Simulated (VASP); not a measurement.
An input for Quantum ESPRESSO's pw.x (written as the equivalent of a VASP run, and not itself run):

```
&CONTROL
  calculation = 'scf'
  pseudo_dir = './pseudo'
  outdir = './out'
  tprnfor = .true.
  tstress = .true.
/
&SYSTEM
  ibrav = 0
  nat = 2
  ntyp = 2
  ecutwfc = 98
  occupations = 'tetrahedra'
  input_dft = 'pbesol'
/
&ELECTRONS
  conv_thr = 7.3e-09
  electron_maxstep = 100
/
ATOMIC_SPECIES
  Cu 63.546 Cu.upf
  Ni 58.693 Ni.upf
CELL_PARAMETERS angstrom
     2.4636128    0.0000000    0.0000000
    -1.2318064    2.1335515    0.0000000
     0.0000000    0.0000000    4.0947248
ATOMIC_POSITIONS crystal
  Cu   1.0000000  0.0000000  0.5000000
  Ni   0.6666670  0.3333330  0.0000000
K_POINTS automatic
  19 19 10 0 0 0
```

### Question
Translate this input to VASP (INCAR, KPOINTS, POSCAR, choice of POTCAR).

### Answer
One answer among several that fit: 
### INCAR
```
SYSTEM=CuNi
PREC=Accurate; ENCUT=400; LREAL=.False.
LASPH=.True.
EDIFF=1E-7; NELM=100; ALGO=Normal
LMAXMIX=4
ISMEAR=-5
GGA=PS
ISIF=2
LWAVE=.False.; LCHARG=.True.; LORBIT=11
NEDOS=601
```

**POSCAR**
```
CuNi
1
    2.4636127694     0.0000000000     0.0000000000
   -1.2318063847     2.1335514940     0.0000000000
    0.0000000000     0.0000000000     4.0947247727
Cu Ni
1 1
Direct
  1.0000000000   0.0000000000   0.5000000000
  0.6666670000   0.3333330000   0.0000000000
```

**KPOINTS**
```
K-points
0
gamma
19 19 10
0 0 0
```

POTCAR, in this order: Cu Ni (PBE.64 set). Program: vasp_std.

What does not carry over: the potentials are each code's own (VASP's PAW set, PseudoDojo norm-conserving files in pw.x), so ENCUT and ecutwfc are chosen apart and not converted; conv_thr bounds pw.x's estimated SCF error, while EDIFF bounds the energy change between steps.

The structure comes from a computed database's CuNi entry (P-6m2); how it stands against other phases isn't given here. It was relaxed first.
